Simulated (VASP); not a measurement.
Data:

```yaml
crystal:
  lattice:
    - [0.00000, 2.80694, 2.80694]
    - [2.80694, 0.00000, 2.80694]
    - [2.80694, 2.80694, 0.00000]
  atoms:
    - { symbol: Ga, position: [0.00000, 0.00000, 0.00000] }
    - { symbol: P, position: [0.25000, 0.25000, 0.25000] }
```

These are PBE GGA, VASP's PBE PAW potentials (set 64) (plane waves; VASP) values and carry that method's errors. Settings: 520 eV cut-off, 8×8×8 Γ-centred mesh, Gaussian smearing of 0.050 eV, potentials Ga_d P.

Task: Give the stress tensor in GPa (positive for a compressed cell).

Result: 
```
-3.90   0.00   0.00
 0.00  -3.90   0.00
 0.00   0.00  -3.90
```
The pressure is its mean diagonal, -3.90 GPa.

The compound is GaP in the zinc blende structure. This cell is one point of a volume scan, at 1.06 of the reference volume.
